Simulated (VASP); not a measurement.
Consider the following.

```
Se
1.0
    2.28568    -3.95891     0.00000
    2.28568     3.95891     0.00000
    0.00000     0.00000     5.09571
Se
3
Direct
  0.00000   0.21885   0.66667
  0.78115   0.78115   0.00000
  0.21885   0.00000   0.33333
```

Computed with PBE GGA, VASP's PBE PAW potentials (set 64) (plane waves; VASP). Run with 520 eV cut-off, 7×7×5 Γ-centred mesh, Gaussian smearing of 0.050 eV, potentials Se.

Without a dispersion term in the relaxation, distances and binding between the weakly bound layers, chains or molecules are unreliable, and so is what depends on them.

**Question.** The ions and cell shape at fixed volume are relaxed. Predict the relaxed structure.

**Answer.** 
```
Se
1.0
    2.29996    -3.98365     0.00000
    2.29996     3.98365     0.00000
    0.00000     0.00000     5.03261
Se
3
Direct
  0.00000   0.21505   0.66667
  0.78495   0.78495   0.00000
  0.21505   0.00000   0.33333
```
Space group P3_121 (152), at a tolerance of 0.03 Å.

**Question.** How much energy does the relaxation gain?

**Answer.** The energy (σ→0) changes by -3.4 meV/atom, in 6 ionic steps.

| step | E(σ→0) (eV) | max force (eV/Å) | pressure (GPa) | volume (Å³) |
|---|---|---|---|---|
| 1 | -10.5001 | 0.279 | -1.31 | 92.22 |
| 2 | -10.5091 | 0.073 | -0.51 | 92.22 |
| 3 | -10.5100 | 0.015 | -0.18 | 92.22 |
| 4 | -10.5100 | 0.022 | -0.15 | 92.22 |
| 5 | -10.5103 | 0.014 | -0.13 | 92.22 |
| 6 | -10.5104 | 0.002 | -0.10 | 92.22 |

The compound is Se in the trig structure. This cell is one point of a volume scan, at 1.03 of the reference volume. Symmetry was kept, so distortions that lower it aren't found.
